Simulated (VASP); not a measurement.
Consider the following.

```xyz
2
Lattice="3.4643 0.0000 0.0000 -1.7322 3.0002 0.0000 0.0000 0.0000 5.7103" Properties=species:S:1:pos:R:3 pbc="T T T"
Pb     0.0000     2.0001     1.4276
Pb     1.7322     1.0001     4.2827
```

Level of theory: PBEsol GGA, VASP's PBE PAW potentials (set 64) (plane waves; VASP). Run with 400 eV cut-off, Gaussian smearing of 0.050 eV, potentials Pb_d.

Unless said otherwise, spin-orbit coupling is left out, though it shifts the bands of the heavy elements here.

**Question.** Predict the band gap (along the path) with the smallest direct gap where there is one.

**Answer.** 
- band gap (along the path) = none (metal, semimetal or under 0.01 eV)

The structure comes from a measured Pb entry (P6_3/mmc) of the Crystallography Open Database, whose conditions weren't checked. It was relaxed first.
